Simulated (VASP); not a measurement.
```
BN
1.0
    2.30010     0.00000     0.00000
    0.00000     2.30010     0.00000
    0.00000     0.00000     2.30010
B N
1 1
Direct
  0.00000   0.00000   0.00000
  0.50000   0.50000   0.50000
```

Level of theory: PBEsol GGA, VASP's PBE PAW potentials (set 64) (plane waves; VASP). Numerical set-up: 620 eV cut-off, 16×16×16 Γ-centred mesh, first-order Methfessel-Paxton smearing of 0.10 eV, potentials B N.

**Question.** Estimate the energy per atom (σ→0), band gap (on the k-mesh) with the smallest direct gap where there is one.

**Answer.** 
```json
{
  "band gap (on the k-mesh)": "none (metal, semimetal or under 0.01 eV)",
  "energy per atom (σ→0)": "-5.512 eV/atom"
}
```

The absolute energy has meaning only against runs of the same code, potentials and settings.

The structure was generated: BN was put into the CsCl type type (Pm-3m), which need not be its known phase. It was relaxed first, which changed the volume by +49 %.
